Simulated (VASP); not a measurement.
Computed with PBE GGA, VASP's PBE PAW potentials (set 64) (plane waves; VASP).

Input for VASP

File POSCAR:
```
Eu
1
   -2.2900000000     2.2900000000     2.2900000000
    2.2900000000    -2.2900000000     2.2900000000
    2.2900000000     2.2900000000    -2.2900000000
Eu
1
Direct
  0.0000000000   0.0000000000   0.0000000000
```

### INCAR
```
! general
SYSTEM   =  Eu
PREC     =  Accurate
ENCUT    =  400   ! plane-wave cut-off (eV)
LREAL    =  .FALSE.
LASPH    =  .TRUE.   ! aspherical one-centre terms
SYMPREC  =  1E-3

! electronic loop
EDIFF    =  1E-6   ! SCF stop (eV)
NELM     =  100
ALGO     =  Normal   ! blocked Davidson
LMAXMIX  =  6   ! l cut-off of mixed one-centre charges

! smearing
ISMEAR   =  1   ! Methfessel-Paxton
SIGMA    =  0.1   ! width (eV)

! functional
GGA      =  PE   ! PBE

! ions
ISIF     =  2

! output
LWAVE    =  .FALSE.
LCHARG   =  .FALSE.
```

**KPOINTS**
```
Automatic mesh
0
gamma
 10 10 10
```

POTCAR, in this order: Eu_2 (PBE.64 set). Program: vasp_std.

The 4f electrons are frozen in the core of the lanthanide potential, so 4f levels, which can set the real gap, and their magnetism are missing.

**Question.** Estimate the energy per atom (σ→0), band gap (on the k-mesh).

**Answer.** 
```
Property                                                    Result
------------------------  ----------------------------------------
energy per atom (σ→0)                               -1.848 eV/atom
band gap (on the k-mesh)  none (metal, semimetal or under 0.01 eV)
```

OSZICAR:
```
...
DAV:   4    -0.183042488366E+01   -0.13850E-02   -0.13851E-02  1328   0.122E+00
DAV:   5    -0.183042887936E+01   -0.39957E-05   -0.39957E-05   912   0.368E-02    0.641E+00
DAV:   6    -0.184198954549E+01   -0.11561E-01   -0.14982E-03  1192   0.400E-01    0.382E+00
DAV:   7    -0.184847543081E+01   -0.64859E-02   -0.36910E-03  1120   0.600E-01    0.558E-02
DAV:   8    -0.184851172394E+01   -0.36293E-04   -0.11553E-04  1328   0.894E-02    0.151E-02
DAV:   9    -0.184851812635E+01   -0.64024E-05   -0.70532E-06  1112   0.211E-02    0.545E-03
DAV:  10    -0.184851790603E+01    0.22032E-06   -0.15638E-06  1056   0.991E-03
   1 F= -.18485179E+01 E0= -.18484120E+01  d E =-.317747E-03
```

The compound is Eu in the bcc structure. The cell was not relaxed at this level. The run is one of a series of settings (SYMPREC = 1E-3 against the base run), some of them coarse on purpose.
